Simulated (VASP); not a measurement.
Runs of VASP 6.6.1 on H2. The cell holds a molecule in a box, 2 atoms: a = 11.172 Å, b = 11.672 Å, c = 12.172 Å, α = 90.00°, β = 90.00°, γ = 90.00°. 

| task | level | cell | atoms held fixed (from 0) | gap on the mesh (eV) | largest force (eV/Å) |
| --- | --- | --- | --- | --- | --- |
| single point | RPBE+D3(BJ) | as given | - | 10.22 | 0.11 |
| single point | RPBE | as given | - | 10.22 | 0.12 |
| relaxation of the atoms | PBE+D3(BJ) | atoms relaxed | [0] | 10.18 | - |
| single point | PBE | as given | - | (a) | - |

Alike in all rows: potentials or basis VASP PAW PBE potentials, release 64 (H); no spin polarisation; k mesh 1 × 1 × 1; cutoff (eV) 400; smearing gaussian 0.01 eV.

**Question.** Estimate the missing entries.

**Answer.** (a) 10.19.

Caveats: the PAW data sets were made with another functional, which shifts forces and pressure a little (some runs).

